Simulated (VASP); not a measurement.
A VASP calculation is set up with these files.

File POSCAR:
```
PbTe
1
    3.0914241160    -0.0000000070     0.0000000000
   -1.5457120643     2.6771869974    -0.0000000000
   -0.0000000000    -0.0000000000    10.4994209854
Pb Te
2 2
Direct
  0.0000000000   0.0000000000   1.0000000000
  0.0000000000   0.0000000000   0.5000000000
  0.3333330000   0.6666670000   0.2500000000
  0.6666670000   0.3333330000   0.7500000000
```

### KPOINTS
```
Regular mesh
0
Gamma
 11 11 3
0 0 0
```

### INCAR
```
ALGO=Normal
LASPH=.True.
IBRION=2
SYSTEM=PbTe
NSW=40   # most ionic steps
NELM=100   # most electronic steps
GGA=PS   # PBEsol
LMAXMIX=4   # l cut-off of mixed one-centre charges
PSTRESS=450
PREC=Accurate
EDIFFG=-0.02   # ionic stop
LCHARG=.False.
SIGMA=0.1   # width (eV)
ISMEAR=1   # Methfessel-Paxton
LREAL=.False.
ISIF=3   # ions, shape and volume
EDIFF=1E-6
ENCUT=500   # plane-wave cut-off (eV)
LWAVE=.False.
```

POTCAR, in this order: Pb_d Te (PBE.64 set). Program: vasp_std.

Task: Write an equivalent input for Ansatz.

Result: One equivalent input (not run):
Ansatz 0.2 input:
```yaml
crystal:
  lattice:
    - [3.0914241, -0.0000000, 0.0000000]
    - [-1.5457121, 2.6771870, 0.0000000]
    - [0.0000000, 0.0000000, 10.4994210]
  atoms:
    - { symbol: Pb, position: [0.0000000, 0.0000000, 1.0000000] }
    - { symbol: Pb, position: [0.0000000, 0.0000000, 0.5000000] }
    - { symbol: Te, position: [0.3333330, 0.6666670, 0.2500000] }
    - { symbol: Te, position: [0.6666670, 0.3333330, 0.7500000] }
kpoints:
  mp_grid: { grid: [11, 11, 3] }
hamiltonian:
  xc: pbesol
  pseudopotentials: { kind: paw }
scf:
  occupations: { method: methfessel_paxton, width: 0.1 }
  max_iter: 100
relax:
  max_steps: 40
  f_tol: 0.02
  cell: { p_target: 45 }
output: { forces: true, stress: true, eigenvalues: true }
```
Limits of the translation: each code has its own PAW files, so the cut-off isn't converted (ENCUT is set for VASP's; basis.ecutwfc is left out, and Ansatz then takes the one that its files recommend); Ansatz stops its SCF on the density residual and VASP on the energy change (EDIFF).

The structure was generated: PbTe was put into the NiAs type type (P6_3/mmc), which need not be its known phase. This run relaxes it under an external pressure of 45 GPa. Symmetry was kept, so distortions that lower it aren't found.
